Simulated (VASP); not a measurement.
A cell of Te (trig) near equilibrium:

```yaml
crystal:
  lattice:
    - [2.26716, -3.92683, 0.00000]
    - [2.26716, 3.92683, 0.00000]
    - [0.00000, 0.00000, 5.95660]
  atoms:
    - { symbol: Te, position: [0.00000, 0.26630, 0.66667] }
    - { symbol: Te, position: [0.73370, 0.73370, 0.00000] }
    - { symbol: Te, position: [0.26630, 0.00000, 0.33333] }
```

Calculation: PBE GGA, VASP's PBE PAW potentials (set 64) (plane waves; VASP 6.6.1).

Unless said otherwise, spin-orbit coupling is left out, though it shifts the bands of the heavy elements here.

```tsv
run	ΔE (meV/atom)	σxx	σyy	σzz	largest shear component, with its sign (GPa)	largest force (eV/Å)	gap (eV)
as it is	0.0	-0.01	-0.01	-0.07	0.00	0.016	0.23
after one change	61.4	-3.36	-3.36	-5.15	0.00	0.513	0.23
```
Stress is in GPa, positive when the cell is compressed; gaps are those on the k-mesh, and 0.00 means metallic.

### Question
What was changed between the two runs?
A) atom 2 (Te) moved by -0.150 Å along z
B) isotropic strain of +4.0 %
C) atom 2 (Te) moved by -0.100 Å along z
D) atom 2 (Te) moved by -0.025 Å along x

### Answer
B, isotropic strain of +4.0 %

The compound is Te in the trig structure.
